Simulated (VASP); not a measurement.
# RbCo3Ag (Pm-3m) in VASP: further runs

Aim: see how the results for RbCo3Ag move with the level of theory and the settings. Levels: PBE, LDA. Tasks: relaxation of cell and atoms.

Program: VASP 6.6.1. These are calculated values, not measurements. Logs are shortened: lines on timing, memory, paths and dates and some standing lists are left out, and cuts for length are marked.

## 1. Starting point

The structure is cubic, space group Pm-3m (No. 221). Conventional cell: a = 4.280 Å, b = 4.280 Å, c = 4.280 Å, α = 90.00°, β = 90.00°, γ = 90.00°. Rb (site symmetry m-3m) has 12 Co at 3.03 Å as nearest neighbours. Around Co (site symmetry 4/mmm) lie 2 Ag at 2.14 Å. Ag (site symmetry m-3m) is surrounded by 6 Co at 2.14 Å.

The cell was built by a generator and needn't be a form met in nature.

## 2. Relaxation of cell and atoms, PBE, collinear spin, ferromagnetic start

INCAR reads:

```
ALGO = Normal
EDIFF = 1E-7
EDIFFG = -0.005
ENCUT = 600
GGA = PE
IBRION = 2
ISIF = 3
ISMEAR = 1
ISPIN = 2
LASPH = T
LCHARG = F
LMAXMIX = 4
LORBIT = 11
LREAL = F
LWAVE = F
MAGMOM = 0 2 2 2 0
NELM = 100
NSW = 60
PREC = Accurate
SIGMA = 0.2
```

KPOINTS reads:

```
k-points
0
Gamma
  6 6 6
```

POSCAR reads:

```
RbCo3Ag
1.0
    4.2799835900      0.0000000000      0.0000000000
    0.0000000000      4.2799835900      0.0000000000
    0.0000000000      0.0000000000      4.2799835900
Rb Co Ag
1 3 1
Direct
    0.0000000000      0.0000000000      0.0000000000
    0.5000000000      0.0000000000      0.5000000000
    0.5000000000      0.5000000000      0.0000000000
    0.0000000000      0.5000000000      0.5000000000
    0.5000000000      0.5000000000      0.5000000000
```

Potentials or basis: VASP PAW PBE potentials, release 64 (Rb_sv, Co, Ag).

Run with:

```
$ cat potpaw_PBE.64/Rb_sv/POTCAR potpaw_PBE.64/Co/POTCAR potpaw_PBE.64/Ag/POTCAR > POTCAR
$ mpirun -np 1 vasp_std > vasp.out
```

OUTCAR:

```text
EDIFF = 1E-7
   EDIFFG = -0.005
   ENCUT = 600
   GGA = PE
   IBRION = 2
   ISIF = 3
   ISMEAR = 1
   ISPIN = 2
   LASPH = T
   LORBIT = 11
   LREAL = F
   NELM = 100
   NSW = 60
   PREC = Accurate

 ion  position               nearest neighbor table
   1  0.000  0.000  0.000-   2 3.03   3 3.03   4 3.03   2 3.03   4 3.03   3 3.03   4 3.03   4 3.03
                             2 3.03   3 3.03   2 3.03   3 3.03   5 3.71   5 3.71   5 3.71   5 3.71
   2  0.500  0.000  0.500-   5 2.14   5 2.14   4 3.03   1 3.03   1 3.03   3 3.03   3 3.03   4 3.03
                             3 3.03   3 3.03   1 3.03   4 3.03   1 3.03   4 3.03
   3  0.500  0.500  0.000-   5 2.14   5 2.14   4 3.03   1 3.03   2 3.03   4 3.03   2 3.03   1 3.03
                             2 3.03   2 3.03   1 3.03   4 3.03   4 3.03   1 3.03
   4  0.000  0.500  0.500-   5 2.14   5 2.14   3 3.03   1 3.03   1 3.03   3 3.03   1 3.03   2 3.03
                             1 3.03   2 3.03   3 3.03   2 3.03   3 3.03   2 3.03
   5  0.500  0.500  0.500-   2 2.14   3 2.14   4 2.14   3 2.14   2 2.14   4 2.14   1 3.71   1 3.71
                             1 3.71   1 3.71   1 3.71   1 3.71   1 3.71   1 3.71

  LATTYP: Found a simple cubic cell.
 ALAT       =     4.2799835900

  Lattice vectors:

 A1 = (   4.2799835900,   0.0000000000,   0.0000000000)
 A2 = (   0.0000000000,   4.2799835900,   0.0000000000)
 A3 = (   0.0000000000,   0.0000000000,   4.2799835900)

Analysis of symmetry for initial positions (statically):
=====================================================================
 Subroutine PRICEL returns:
 Original cell was already a primitive cell.

 Routine SETGRP: Setting up the symmetry group for a
 simple cubic supercell.

 Subroutine GETGRP returns: Found 48 space group operations
 (whereof 48 operations were pure point group operations)
 out of a pool of 48 trial point group operations.

The static configuration has the point symmetry O_h .

Analysis of symmetry for dynamics (positions and initial velocities):
=====================================================================
 Subroutine PRICEL returns:
 Original cell was already a primitive cell.

 Routine SETGRP: Setting up the symmetry group for a
 simple cubic supercell.

 Subroutine GETGRP returns: Found 48 space group operations
 (whereof 48 operations were pure point group operations)
 out of a pool of 48 trial point group operations.

The dynamic configuration has the point symmetry O_h .

Analysis of structural, dynamic, and magnetic symmetry:
=====================================================================
 Subroutine PRICEL returns:
 Original cell was already a primitive cell.

 Routine SETGRP: Setting up the symmetry group for a
 simple cubic supercell.

 Subroutine GETGRP returns: Found 48 space group operations
 (whereof 48 operations were pure point group operations)
 out of a pool of 48 trial point group operations.

The overall configuration has the point symmetry O_h .

 Subroutine INISYM returns: Found 48 space group operations
 (whereof 48 operations are pure point group operations),
 and found     1 'primitive' translations

----------------------------------------------------------------------------------------

                                     Primitive cell

  volume of cell :      78.4019

  direct lattice vectors                    reciprocal lattice vectors
     4.279983590  0.000000000  0.000000000     0.233645756  0.000000000  0.000000000
     0.000000000  4.279983590  0.000000000     0.000000000  0.233645756  0.000000000
     0.000000000  0.000000000  4.279983590     0.000000000  0.000000000  0.233645756

  length of vectors
     4.279983590  4.279983590  4.279983590     0.233645756  0.233645756  0.233645756

  position of ions in fractional coordinates (direct lattice)
     0.000000000  0.000000000  0.000000000
     0.500000000  0.000000000  0.500000000
     0.500000000  0.500000000  0.000000000
     0.000000000  0.500000000  0.500000000
     0.500000000  0.500000000  0.500000000

  ion indices of the primitive-cell ions
   primitive index   ion index
                 1           1
                 2           2
                 3           3
                 4           4
                 5           5

----------------------------------------------------------------------------------------

 KPOINTS: k-points

Automatic generation of k-mesh.
 Grid dimensions read from file:
 generate k-points for:    6    6    6

 Generating k-lattice:

  Cartesian coordinates                     Fractional coordinates (reciprocal lattice)
     0.038940959  0.000000000  0.000000000     0.166666667  0.000000000  0.000000000
     0.000000000  0.038940959  0.000000000     0.000000000  0.166666667  0.000000000
     0.000000000  0.000000000  0.038940959     0.000000000  0.000000000  0.166666667

  Length of vectors
     0.038940959  0.038940959  0.038940959

  Shift w.r.t. Gamma in fractional coordinates (k-lattice)
     0.000000000  0.000000000  0.000000000

 Subroutine IBZKPT returns following result:
 ===========================================

 Found     20 irreducible k-points:

 Following reciprocal coordinates:
            Coordinates               Weight
  0.000000  0.000000  0.000000      1.000000
  0.166667  0.000000  0.000000      6.000000
  0.333333  0.000000  0.000000      6.000000
  0.500000  0.000000  0.000000      3.000000
  0.166667  0.166667  0.000000     12.000000
  0.333333  0.166667  0.000000     24.000000
[... 12 lines left out ...]
  0.500000  0.500000  0.333333      6.000000
  0.500000  0.500000  0.500000      1.000000
   k-points           NKPTS =     20   k-points in BZ     NKDIM =     20   number of bands    NBANDS=     31
   number of dos      NEDOS =    301   number of ions     NIONS =      5
   total plane-waves  NPLWV =  46656
   dimension x,y,z NGX =    36 NGY =   36 NGZ =   36
   dimension x,y,z NGXF=    72 NGYF=   72 NGZF=   72
   ions per type =               1   3   1
   NGX,Y,Z   is equivalent  to a cutoff of  13.98, 13.98, 13.98 a.u.
   NGXF,Y,Z  is equivalent  to a cutoff of  27.97, 27.97, 27.97 a.u.
 SYSTEM =  unknown system
   PREC   = accura    normal or accurate (medium, high low for compatibility)
   ISTART =      0    job   : 0-new  1-cont  2-samecut
   ICHARG =      2    charge: 1-file 2-atom 10-const
   ISPIN  =      2    spin polarized calculation?
   LNONCOLLINEAR =      F non collinear calculations
   LSORBIT =      F    spin-orbit coupling
   LASPH  =      T    aspherical Exc in radial PAW
   ENCUT  =  600.0 eV  44.10 Ry    6.64 a.u.   8.55  8.55  8.55*2*pi/ulx,y,z
   NELM   =    100;   NELMIN=  2; NELMDL= -5     # of ELM steps
   EDIFF  = 0.1E-06   stopping-criterion for ELM
   LREAL  =      F    real-space projection
   EDIFFG = -.5E-02   stopping-criterion for IOM
   NSW    =     60    number of steps for IOM
   IBRION =      2    ionic relax: 0-MD 1-quasi-New 2-CG
   NFREE  =      1    steps in history (QN), initial steepest desc. (CG)
   ISIF   =      3    stress and relaxation
   ISYM   =      2    0-nonsym 1-usesym 2-fastsym
   POTIM  = 0.5000    time-step for ionic-motion
   TEBEG  =    0.0;   TEEND  =   0.0 temperature during run
   PSTRESS=    0.0 pullay stress
   NELECT =      47.0000    total number of electrons
   NUPDOWN=      -1.0000    fix difference up-down
   EMIN   =  10.00;   EMAX   =-10.00  energy-range for DOS
   EFERMI =   0.00;   METHOD = LEGACY
   ISMEAR =     1;   SIGMA  =   0.20  broadening in eV -4-tet -1-fermi 0-gaus
   EFERMI_NEDOS =   21; number of points for ismear=-14 and -15
   IALGO  =     38    algorithm
   IMIX   =      4    mixing-type and parameters
     AMIX     =   0.40;   BMIX     =  1.00
     AMIX_MAG =   1.60;   BMIX_MAG =  1.00
  volume/ion in A,a.u.               =      15.68       105.82
  Fermi-wavevector in a.u.,A,eV,Ry     =   1.380380  2.608540 25.925209  1.905449
  Thomas-Fermi vector in A             =   2.505262
   LORBIT       =     11    0 simple, 1 ext, 2 COOP (PROOUT), +10 PAW based schemes
   GGA     = PE    functional components
   LHFCALC =     F    Hartree Fock is set to
   AEXX    =    0.0000 exact exchange contribution
   IVDW    =     0    specifies the selected vdW correction
   LEPSILON=     F    determine dielectric tensor
   LRPA    =     F    only Hartree local field effects (RPA)
 conjugate gradient relaxation of ions
 spin polarized calculation
 Methfessel and Paxton  Order N= 1 SIGMA  =   0.20
  energy-cutoff  :      600.00
  volume of cell :       78.40
 maximum number of plane-waves:      2632
 NGX is ok and might be reduce to    36
   NGX = 17   NGY = 17   NGZ = 17

--------------------------------------- Ionic step        1  -------------------------------------------

 number of electron      46.9999982 magnetization       4.4849257

 Free energy of the ion-electron system (eV)
  ---------------------------------------------------
  ext. energy  EPLUGINS =         0.00000000
  ---------------------------------------------------
  free energy    TOTEN  =       -13.37067653 eV

  energy without entropy =      -13.37253676  energy(sigma->0) =      -13.37129661

 E-fermi :   7.2398     XC(G=0): -11.5712

 val. band max:        7.2345762271   @ k =   0.5000   0.5000   0.0000
 cond. band min:       7.2434942614   @ k =   0.3333   0.1667   0.1667
 fundamental gap:      0.0089180342
 Fermi energy:         7.2397774632

 spin component 1

 k-point     1 :       0.0000    0.0000    0.0000
  band No.  band energies     occupation
      1     -19.1844      1.00000
      2      -3.4712      1.00000
      3      -3.4712      1.00000
      4      -3.4712      1.00000
      5      -1.3219      1.00000
      6      -1.3219      1.00000
[... 1505 lines left out ...]
  energy  without entropy=      -17.4212591503  energy(sigma->0) =      -17.42650779

--------------------------------------- Ionic step        5  -------------------------------------------

 number of electron      47.0000065 magnetization       6.2078890

 Free energy of the ion-electron system (eV)
  ---------------------------------------------------
  ext. energy  EPLUGINS =         0.00000000
  ---------------------------------------------------
  free energy    TOTEN  =       -17.43289576 eV

  energy without entropy =      -17.42667296  energy(sigma->0) =      -17.43082150

 E-fermi :   3.4057     XC(G=0):  -9.4140

 val. band max:        3.3984488921   @ k =   0.3333   0.1667   0.0000
 cond. band min:       3.4057215785   @ k =   0.1667   0.1667   0.1667
 fundamental gap:      0.0072726865
 Fermi energy:         3.4056720140

 spin component 1

 k-point     1 :       0.0000    0.0000    0.0000
  band No.  band energies     occupation
      1     -23.1552      1.00000
      2      -7.3172      1.00000
      3      -7.3172      1.00000
      4      -7.3172      1.00000
      5      -2.6625      1.00000
      6      -2.6625      1.00000
[... 1384 lines left out ...]
  FREE ENERGIE OF THE ION-ELECTRON SYSTEM (eV)
  ---------------------------------------------------
  free  energy   TOTEN  =       -17.4328957631 eV

  energy  without entropy=      -17.4266729640  energy(sigma->0) =      -17.43082150

 reached required accuracy - stopping structural energy minimisation

 total charge

# of ion       s       p       d       tot
------------------------------------------
    1        1.954   5.331   0.043   7.328
    2        0.432   0.168   7.187   7.787
    3        0.432   0.168   7.187   7.787
    4        0.432   0.168   7.187   7.787
    5        0.595   0.478   9.013  10.086
--------------------------------------------------
tot          3.845   6.311  30.619  40.775

 magnetization (x)

# of ion       s       p       d       tot
------------------------------------------
    1       -0.002   0.000  -0.009  -0.010
    2        0.040  -0.010   2.047   2.076
    3        0.040  -0.010   2.047   2.076
    4        0.040  -0.010   2.047   2.076
    5       -0.024  -0.063   0.136   0.048
--------------------------------------------------
tot          0.093  -0.093   6.267   6.267
```

Run time: 5.1 min. Hardware: 1 thread of Intel Xeon 6975P-C (Granite Rapids), shared host; peak memory 0.3 GiB.

What came out:

```yaml
Free_energy: -17.4329 eV
Relaxed_volume: 24.29 Å³/atom
Relaxed_cell: a = 4.952 Å, b = 4.952 Å, c = 4.952 Å, α = 90.00°, β = 90.00°, γ = 90.00°
Space_group_after_relaxing_to_0.05_Å: Pm-3m (No. 221)
Energy_gained_by_relaxing: 812.4 meV/atom
Ionic_steps: 5
Pressure_after_relaxing: 0.0 GPa
Band_gap_on_the_k_mesh: none (metal or under the smearing width)
Net_moment: 6.21 μB per cell
Site_moments: Rb -0.01; Co +2.08; Ag +0.05 μB
Valence_electrons_inside_the_program's_atomic_spheres: Rb 7.33; Co 7.79; Ag 10.09
```

Step by step:
```
step  energy change (eV)  largest force (eV/Å)  pressure (GPa)  volume (Å³)
   1              0.0000                0.0000           44.87        78.40
   2             -3.5409                0.0000           -3.05       139.54
   3             -4.0421                0.0000            1.52       116.97
   4             -4.0585                0.0000           -0.60       123.35
   5             -4.0622                0.0000           -0.03       121.46
```

Final structure:
```
Rb Co Ag
1.0
     4.95237    0.00000    0.00000
     0.00000    4.95237    0.00000
     0.00000    0.00000    4.95237
Rb Co Ag
1 3 1
Cartesian
  0.0000 0.0000 0.0000
  2.4762 0.0000 2.4762
  2.4762 2.4762 0.0000
  0.0000 2.4762 2.4762
  2.4762 2.4762 2.4762
```

Levels at points of the mesh, in eV from the Fermi level:
Spin up:
```tsv
k point	band 23	band 24	band 25	band 26	band 27	band 28	band 29	band 30	band 31
(0.00, 0.00, 0.00)	-1.64	-1.26	-1.26	1.01	1.01	1.01	2.15	2.15	5.24
(0.50, 0.00, 0.00)	-1.67	-1.58	-1.58	-1.24	1.51	1.51	2.95	3.25	5.05
(0.50, 0.50, 0.00)	-1.68	-1.62	-1.49	-1.10	-1.10	0.76	3.20	3.85	3.85
(0.50, 0.50, 0.50)	-1.99	-1.51	-1.51	-0.65	-0.65	-0.65	1.98	1.98	1.98
```
Spin down:
| k point | band 19 | band 20 | band 21 | band 22 | band 23 | band 24 |
| --- | --- | --- | --- | --- | --- | --- |
| (0.00, 0.00, 0.00) | 0.11 | 0.21 | 0.21 | 0.48 | 0.48 | 0.48 |
| (0.50, 0.00, 0.00) | -0.23 | -0.16 | 0.02 | 0.09 | 0.23 | 0.23 |
| (0.50, 0.50, 0.00) | -0.31 | -0.09 | -0.09 | 0.15 | 0.18 | 0.19 |
| (0.50, 0.50, 0.50) | -0.34 | -0.12 | -0.12 | -0.12 | 0.48 | 0.48 |

Caveat: the volume moved by over 15 % at a fixed basis, so the end points are rough.

## 3. Relaxation of cell and atoms, LDA, collinear spin, ferromagnetic start

INCAR reads:

```
SYSTEM = RbCo3Ag
  ALGO = Normal
  EDIFF = 1E-6
  EDIFFG = -0.01
  ENCUT = 600
  IBRION = 2
  ISIF = 3
  ISMEAR = 1
  ISPIN = 2
  LASPH = .TRUE.
  LCHARG = .FALSE.
  LMAXMIX = 4
  LORBIT = 11
  LREAL = .FALSE.
  LWAVE = .FALSE.
  MAGMOM = 0 2 2 2 0
  NELM = 150
  NSW = 60
  PREC = Accurate
  SIGMA = 0.2
```

KPOINTS reads:

```
k-points
0
G
  6 6 6
  0 0 0
```

POSCAR is that of step 2.

Potentials or basis: VASP PAW LDA potentials, release 64 (Rb_sv, Co, Ag).

Run with:

```
$ cat potpaw_LDA.64/Rb_sv/POTCAR potpaw_LDA.64/Co/POTCAR potpaw_LDA.64/Ag/POTCAR > POTCAR
$ mpirun -np 1 vasp_std > vasp.out
```

It took 3.3 min on 1 thread of Intel Xeon 6975P-C (Granite Rapids), shared host; peak memory 0.25 GiB.

It converged, with:

```yaml
Free_energy: -20.5959 eV
Relaxed_volume: 21.03 Å³/atom
Relaxed_cell: a = 4.720 Å, b = 4.720 Å, c = 4.720 Å, α = 90.00°, β = 90.00°, γ = 90.00°
Space_group_after_relaxing_to_0.05_Å: Pm-3m (No. 221)
Energy_gained_by_relaxing: 415.3 meV/atom
Ionic_steps: 5
Pressure_after_relaxing: 0.0 GPa
Band_gap_on_the_k_mesh: none (metal or under the smearing width)
Net_moment: 5.64 μB per cell
Site_moments: Rb -0.01; Co +1.86; Ag +0.07 μB
Valence_electrons_inside_the_program's_atomic_spheres: Rb 7.33; Co 7.93; Ag 10.26
```

Step by step:
```csv
step,energy change (eV),largest force (eV/Å),pressure (GPa),volume (Å³)
1,0.0000,0.0000,33.04,78.40
2,-1.7289,0.0000,-6.12,121.12
3,-2.0749,0.0000,0.56,104.28
4,-2.0761,0.0000,-0.17,105.45
5,-2.0763,0.0000,-0.05,105.13
```

Final structure:
```yaml
crystal:
  lattice:
    - [4.71962, 0.00000, 0.00000]
    - [0.00000, 4.71962, 0.00000]
    - [0.00000, 0.00000, 4.71962]
  atoms:
    - { symbol: Rb, position: [0.00000, 0.00000, 0.00000] }
    - { symbol: Co, position: [0.50000, 0.00000, 0.50000] }
    - { symbol: Co, position: [0.50000, 0.50000, 0.00000] }
    - { symbol: Co, position: [0.00000, 0.50000, 0.50000] }
    - { symbol: Ag, position: [0.50000, 0.50000, 0.50000] }
```

Levels at points of the mesh, in eV from the Fermi level:
Spin up:
| k point | band 24 | band 25 | band 26 | band 27 | band 28 | band 29 |
| --- | --- | --- | --- | --- | --- | --- |
| (0.00, 0.00, 0.00) | -0.85 | -0.85 | 1.19 | 1.19 | 1.19 | 2.78 |
| (0.50, 0.00, 0.00) | -1.46 | -1.46 | -0.86 | 1.72 | 1.72 | 3.12 |
| (0.50, 0.50, 0.00) | -1.44 | -1.37 | -0.58 | -0.58 | 0.84 | 3.85 |
| (0.50, 0.50, 0.50) | -1.40 | -1.40 | -0.12 | -0.12 | -0.12 | 2.41 |
Spin down:
```csv
k point,band 17,band 18,band 19,band 20,band 21,band 22,band 23,band 24
"(0.00, 0.00, 0.00)",0.05,0.05,0.05,0.28,0.28,0.28,0.43,0.60
"(0.50, 0.00, 0.00)",-0.27,-0.11,-0.11,-0.03,-0.03,0.05,0.11,0.11
"(0.50, 0.50, 0.00)",-0.33,-0.33,-0.26,-0.22,-0.13,0.02,0.03,0.03
"(0.50, 0.50, 0.50)",-0.57,-0.43,-0.43,-0.43,0.03,0.03,0.32,0.32
```

Caveat: the volume moved by over 15 % at a fixed basis, so the end points are rough.

## 4. For comparison

An earlier run on the cell as given: functional PBE; potentials or basis VASP PAW PBE potentials, release 64 (Rb_sv, Co, Ag); cutoff 520 eV; k mesh 6 × 6 × 6; occupations fermi-dirac, width 0.05 eV; collinear spin, ferromagnetic start; starting moments [0.0, 2.0, 2.0, 2.0, 0.0] μB.

- Pressure: 45.0 GPa
- Band gap on the k mesh: none (metal or under the smearing width)
- Net moment: 4.49 μB per cell
- Site moments: Rb -0.04; Co +1.49; Ag +0.14 μB
- Valence electrons inside the program's atomic spheres: Rb 7.40; Co 8.29; Ag 10.81

## 5. Overview

| task | level | potentials or basis | cell | cutoff (eV) | smearing | gap on the mesh (eV) | pressure (GPa) | moment (μB) | relaxed volume (Å³/atom) |
| --- | --- | --- | --- | --- | --- | --- | --- | --- | --- |
| relaxation of cell and atoms | PBE | VASP PAW PBE potentials, release 64 (Rb_sv, Co, Ag) | relaxed | 600 | methfessel-paxton 0.2 eV | none | 0.0 | 6.21 | 24.29 |
| relaxation of cell and atoms | LDA | VASP PAW LDA potentials, release 64 (Rb_sv, Co, Ag) | relaxed | 600 | methfessel-paxton 0.2 eV | none | 0.0 | 5.64 | 21.03 |
| single point | PBE | VASP PAW PBE potentials, release 64 (Rb_sv, Co, Ag) | as given | 520 | fermi-dirac 0.05 eV | none | 45.0 | 4.49 | - |

Alike in all rows: spin collinear, ferromagnetic start; k mesh 6 × 6 × 6.

Caveats: the volume moved by over 15 % at a fixed basis, so the end points are rough (some runs); a pressure of tens of GPa on the cell as given is suspect, and the run, the potentials or the cell itself is likely at fault (some runs).

Absolute energies hang on the potentials; compare differences alone.
